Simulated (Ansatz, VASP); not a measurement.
# Si9Ge28H28 (H-capped Ge nanowire along [001] with a Si core) in two plane-wave programs

Aim: how closely do two programs agree when they are given the same cell, functional and k mesh? The cell is taken from a series of runs on this material, whose earlier steps may have relaxed, scaled, displaced or heated it; both programs get it as it stands.

Program: Ansatz 0.2.0. Level of theory: plane waves, with VASP 6.6.1 beside it; single point at RPBE. Results are calculated unless marked as measured.

### 1. The structure

The cell holds 65 atoms: 28 Ge, 9 Si and 28 H. Cell: a = 26.501 Å, b = 26.501 Å, c = 5.658 Å, α = 90.0°, β = 90.0°, γ = 90.0°. It derives from Ge (diamond-structure). As first built, before any earlier steps moved the atoms (in the runner's words): round section of size parameter 6.53 A cut from diamond-structure Ge (a = 5.658 A) along [001], 1 periods, broken bonds capped with H, Si core of radius 3.59 A. Vacuum lies along a and b. The structure's axis is c.

### 2. VASP: single point, RPBE

With cell and atoms fixed, the geometry can't cause a difference; cores, projectors, grids and the points listed under the comparison can.

Lines of VASP's logs that name or quote its potential files are left out, and so is its time.

The input, INCAR:

```
SYSTEM = Si9Ge28H28
PREC = Accurate
ENCUT = 410
EDIFF = 1E-06
NELM = 120
ISMEAR = 0
SIGMA = 0.05
LREAL = Auto
ALGO = Normal
GGA = RP
NBANDS = 280
LORBIT = 11
LWAVE = .FALSE.
LCHARG = .FALSE.
ISIF = 2
LASPH = .TRUE.
GGA_COMPAT = .FALSE.
EFERMI = MIDGAP
KPAR = 2
```

The input, POSCAR:

```
Si9Ge28H28
1.0
   26.5009100000      0.0000000000      0.0000000000
    0.0000000000     26.5009100000      0.0000000000
    0.0000000000      0.0000000000      5.6580000000
Ge Si H
28 9 28
Direct
    0.3504000000      0.3491800000      0.2481300000
    0.3486400000      0.4241100000      0.5018000000
    0.2731800000      0.4236700000      0.7544000000
    0.2740200000      0.4989700000      0.0032600000
    0.3501000000      0.5001400000      0.2464600000
    0.3487400000      0.5750900000      0.5011900000
    0.2730800000      0.5742600000      0.7482500000
    0.3494400000      0.6508500000      0.2475300000
    0.4993400000      0.2732800000      0.4931700000
    0.4242800000      0.2728500000      0.7536900000
    0.4243300000      0.3470300000      0.0052900000
    0.5001700000      0.3498900000      0.2514100000
    0.4243000000      0.6519000000      0.9969600000
    0.5004200000      0.6509000000      0.2525100000
    0.5002800000      0.7268000000      0.4982500000
    0.4253400000      0.7277300000      0.7566000000
    0.5742800000      0.2730700000      0.7511500000
    0.5749700000      0.3493900000      0.0023900000
    0.6510400000      0.3493300000      0.2517900000
    0.6502600000      0.4242300000      0.4954100000
    0.6512100000      0.5015600000      0.2516100000
    0.6506100000      0.5748900000      0.4966100000
    0.5770400000      0.6514900000      0.9992400000
    0.6517700000      0.6518700000      0.2429700000
    0.5744600000      0.7263700000      0.7531700000
    0.7271400000      0.4238400000      0.7445600000
    0.7253800000      0.4991100000      0.0057800000
    0.7265700000      0.5738700000      0.7475900000
    0.4997100000      0.4248900000      0.4991100000
    0.4254000000      0.4253500000      0.7511200000
    0.4254600000      0.4988700000      0.9972900000
    0.4988200000      0.4997900000      0.2538100000
    0.5003200000      0.5754500000      0.5041300000
    0.4246700000      0.5771700000      0.7520100000
    0.5749300000      0.4242600000      0.7437200000
    0.5759100000      0.4999800000      0.9966800000
    0.5752200000      0.5749000000      0.7499100000
    0.3004400000      0.3493600000      0.0974200000
    0.3480000000      0.3016500000      0.4029000000
    0.2727500000      0.3776100000      0.9049800000
    0.2257700000      0.4245800000      0.5948300000
    0.2261800000      0.4995700000      0.1555000000
    0.2272700000      0.5742300000      0.5961600000
    0.2727900000      0.6228300000      0.9114600000
    0.3018200000      0.6507400000      0.0981500000
    0.3483100000      0.6980300000      0.4074100000
    0.5014000000      0.2241400000      0.3415200000
    0.3775100000      0.2737300000      0.5911700000
    0.4245200000      0.2265000000      0.9050400000
    0.4998400000      0.7727600000      0.3484000000
    0.3769500000      0.7265200000      0.5891400000
    0.4243600000      0.7739300000      0.9037000000
    0.6210200000      0.2729100000      0.5964200000
    0.5742300000      0.2277000000      0.9097900000
    0.6970600000      0.3482100000      0.0928000000
    0.6506200000      0.3019400000      0.4100600000
    0.6984600000      0.6509700000      0.0974200000
    0.6508600000      0.6987500000      0.4022400000
    0.6230200000      0.7268500000      0.5910700000
    0.5756200000      0.7726900000      0.9088600000
    0.7269800000      0.3777200000      0.9128500000
    0.7737600000      0.4239500000      0.5971200000
    0.7738700000      0.5004700000      0.1510700000
    0.7733300000      0.5754400000      0.5917200000
    0.7274900000      0.6230800000      0.9097100000
```

The input, KPOINTS:

```
Automatic mesh
0
Gamma
1 1 2
0 0 0
```

Potentials, in the order of the species: Ge_d, Si and H (PBE family, release 64).

The run is started by

```
mpirun -np 8 vasp_std
```

Numbers of over 12 decimals in the logs are rounded to 6 here.

Log:

```text
[banner, memory and clock lines left out]
running    8 mpi-ranks, on    1 nodes
[...]
|                                                                             |
|           W    W    AA    RRRRR   N    N  II  N    N   GGGG   !!!           |
|           W    W   A  A   R    R  NN   N  II  NN   N  G    G  !!!           |
|           W    W  A    A  R    R  N N  N  II  N N  N  G       !!!           |
|           W WW W  AAAAAA  RRRRR   N  N N  II  N  N N  G  GGG   !            |
|           WW  WW  A    A  R   R   N   NN  II  N   NN  G    G                |
|           W    W  A    A  R    R  N    N  II  N    N   GGGG   !!!           |
|                                                                             |
|     For optimal performance we recommend to set                             |
|       NCORE = 2 up to number-of-cores-per-socket                            |
|     NCORE specifies how many cores store one orbital (NPAR=cpu/NCORE).      |
|     This setting can greatly improve the performance of VASP for DFT.       |
[...]
|                                                                             |
|     You enforced a specific xc type in the INCAR file but a different       |
|     [... a line on the potential file left out ...]
|     I HOPE YOU KNOW WHAT YOU ARE DOING!                                     |
|                                                                             |

 LDA part: xc-table for (Slater+PW92), standard interpolation
 POSCAR, INCAR and KPOINTS ok, starting setup
[...]
entering main loop
       N       E                     dE             d eps       ncg     rms          rms(c)
DAV:   1     0.407450474676E+04    0.40745E+04   -0.18953E+05  1208   0.173E+03
DAV:   2     0.442289436090E+03   -0.36322E+04   -0.35050E+04  1512   0.388E+02
DAV:   3    -0.211476237886E+03   -0.65377E+03   -0.64186E+03  1568   0.191E+02
DAV:   4    -0.258758106695E+03   -0.47282E+02   -0.46956E+02  1280   0.588E+01
[...]
DAV:  29    -0.252212637930E+03   -0.13200E-05   -0.55378E-08   776   0.177E-03    0.100E-04
DAV:  30    -0.252212639057E+03   -0.11268E-05   -0.40626E-08   768   0.122E-03    0.832E-05
DAV:  31    -0.252212639271E+03   -0.21393E-06   -0.12758E-08   768   0.105E-03
   1 F= -.25221264E+03 E0= -.25221264E+03  d E =0.000000E+00
```

OUTCAR, selected parts (step 2):

```text
  Total        9.2111867      9.0739125     15.0557757     -0.1695087     -0.5146753     -1.5752461
  in kB        3.7139979      3.6586482      6.0705662     -0.0683468     -0.2075197     -0.6351473
  external PRESSURE =       4.4810708 kB  Pullay stress =       0.0000000 kB

 POSITION                                       TOTAL-FORCE (eV/Angst)
 -----------------------------------------------------------------------------------
      9.28592      9.25359      1.40392        -0.890480      0.027678      0.048013
      9.23928     11.23930      2.83918         0.447233      0.113353      0.276592
      7.23952     11.22764      4.26840        -0.248237      0.905362     -0.816763
      7.26178     13.22316      0.01845         0.009210      0.158401     -0.335746
      9.27797     13.25417      1.39447         0.204221     -0.222246     -0.013343
      9.24193     15.24041      2.83573         0.435976      0.231607      0.173300
      7.23687     15.21841      4.23360         0.469292      0.196657      0.785037
      9.26048     17.24812      1.40052         0.132317     -0.075538      0.395528
     13.23296      7.24217      2.79036         0.077893     -0.243162      0.408665
     11.24381      7.23077      4.26438         0.311624      0.222426     -0.596363
     11.24513      9.19661      0.02993         0.311363      0.877619     -0.756227
     13.25496      9.27240      1.42248        -0.146566      0.076622      0.241054
     11.24434     17.27594      5.64080         0.164665     -0.255872      0.085378
     13.26159     17.24944      1.42870         0.039968     -0.333220      0.035434
[...]
-----------------------------------------------------------------------------------
    total drift:                                0.004946      0.007868      0.000441

  FREE ENERGIE OF THE ION-ELECTRON SYSTEM (eV)
  ---------------------------------------------------
  free  energy   TOTEN  =      -252.2126392710 eV

  energy  without entropy=     -252.2126392710  energy(sigma->0) =     -252.21263927

[... 2 further parts left out ...]
```

(Part 1 of 2 ends here.)

[Lines on the potential files, build, host, timing and source positions are cut from VASP's logs without a mark.]

[Logs are printed without paths, hosts, clocks, repeated set-up lines and the standing remarks that a program may print on its own settings, such as how far it seeks lower states.]

[Hosts, paths, dates, database ids (printed as entryN), source tags and the programs' standing remarks are cut or masked in the printed files.]
